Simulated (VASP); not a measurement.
Write the native input for VASP 6.6.1 that does the following.

| Item | Value |
| --- | --- |
| Task | single point |
| Functional | PBE |
| Dispersion | D3(BJ) |
| Potentials or basis | VASP PAW PBE potentials, release 64 (B, Sb, N) |
| Cutoff | 520 eV |
| k mesh | 15 × 15 × 8 |
| Occupations | gaussian, width 0.1 eV |
| Spin | no spin polarisation |
| Dipole correction | no |
| Further INCAR settings | ALGO = Normal; EDIFF = 1e-07; NBANDS = 16 |

The structure of B2SbN lies in POSCAR:

```
B2SbN
1.0
    3.1630326053      0.0000000000      0.0000000000
   -1.5815163026      2.7392665892      0.0000000000
    0.0000000000      0.0000000000      6.4715845591
B Sb N
2 1 1
Direct
    0.3333333333      0.6666666667      0.0000000000
    0.6666666667      0.3333333333      0.0000000000
    0.0000000000      0.0000000000      0.5000000000
    0.0000000000      0.0000000000      0.0000000000
```

The cell comes from a database or a generator and needn't be the stable form of this composition.

One way to write it, as run:

INCAR

```
PREC = Accurate
ENCUT = 520
EDIFF = 1E-7
ISMEAR = 0
SIGMA = 0.1
LREAL = False
LASPH = True
NELM = 100
ALGO = Normal
ISIF = 2
LWAVE = False
LCHARG = True
GGA = PE
IVDW = 12
LELF = True
LVHAR = True
NBANDS = 16
```

KPOINTS

```
regular mesh
0
Gamma
  15 15 8
```

Potentials or basis: VASP PAW PBE potentials, release 64 (B, Sb, N).

Run with:

```console
$ cat potpaw_PBE.64/B/POTCAR potpaw_PBE.64/Sb/POTCAR potpaw_PBE.64/N/POTCAR > POTCAR
$ mpirun -np 1 vasp_std > vasp.out
```

Results of the run:

```json
{
  "Pressure": "-0.1 GPa",
  "Band gap on the k mesh": "none (metal or under the smearing width)",
  "Dispersion energy per atom": "-0.231 eV"
}
```

Run time: 76 s on 1 thread of Intel(R) Xeon(R) Platinum 8488C (Sapphire Rapids) (shared host), peak memory 0.27 GiB.
